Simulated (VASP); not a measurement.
The system is WC.

```
CELL_PARAMETERS angstrom
0.00000 2.88680 2.88680
2.88680 0.00000 2.88680
2.88680 2.88680 0.00000
ATOMIC_POSITIONS crystal
W 0.50000 0.50000 0.50000
W 0.75000 0.75000 0.75000
C 0.00000 0.00000 0.00000
C 0.25000 0.25000 0.25000
```

The cell was built by a generator and needn't be a form met in nature.

- Program: VASP 6.6.1
- Task: relaxation of cell and atoms
- Functional: LDA
- Potentials or basis: VASP PAW LDA potentials, release 64 (W_sv, C)
- Cutoff: 600 eV
- k mesh: 6 × 6 × 6
- Occupations: fermi-dirac, width 0.05 eV
- Spin: no spin polarisation

At the start: pressure -10.7 GPa; volume 12.03 Å³/atom.

Q: How do energy, volume and symmetry change on relaxing?

A: Over 4 steps the energy falls by 17.3 meV/atom and the volume is 11.53 Å³/atom (-4.1 %); space group Fd-3m (No. 227, to 0.05 Å).

The path:
```
step  energy change (eV)  largest force (eV/Å)  pressure (GPa)  volume (Å³)
   1              0.0000                0.0000          -10.73        48.11
   2              0.1810                0.0000           25.14        42.72
   3             -0.0692                0.0000           -0.29        46.17
   4             -0.0692                0.0000           -0.07        46.13
```

Final structure:
```yaml
crystal:
  lattice:
    - [0.00000, 2.84657, 2.84657]
    - [2.84657, 0.00000, 2.84657]
    - [2.84657, 2.84657, 0.00000]
  atoms:
    - { symbol: W, position: [0.50000, 0.50000, 0.50000] }
    - { symbol: W, position: [0.75000, 0.75000, 0.75000] }
    - { symbol: C, position: [0.00000, 0.00000, 0.00000] }
    - { symbol: C, position: [0.25000, 0.25000, 0.25000] }
```
